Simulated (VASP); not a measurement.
```
Na
1.0
   -2.15109     2.15109     2.15109
    2.15109    -2.15109     2.15109
    2.15109     2.15109    -2.15109
Na
1
Direct
  0.00000   0.00000   0.00000
```

All values below come from vdW-DF-cx, VASP's PBE PAW potentials (set 64) (plane waves; VASP). Numerical set-up: 520 eV cut-off, 12×12×12 Γ-centred mesh, first-order Methfessel-Paxton smearing of 0.10 eV, potentials Na_pv.

What does the run give for the energy per atom (σ→0), band gap (on the k-mesh) with the smallest direct gap where there is one?

```yaml
band gap (on the k-mesh): none (metal, semimetal or under 0.01 eV)
energy per atom (σ→0): 0.887 eV/atom
```

Only differences to runs with the same potentials and settings are physical.

The compound is Na in the bcc structure. This cell is one point of a volume scan, at 1.03 of the reference volume.
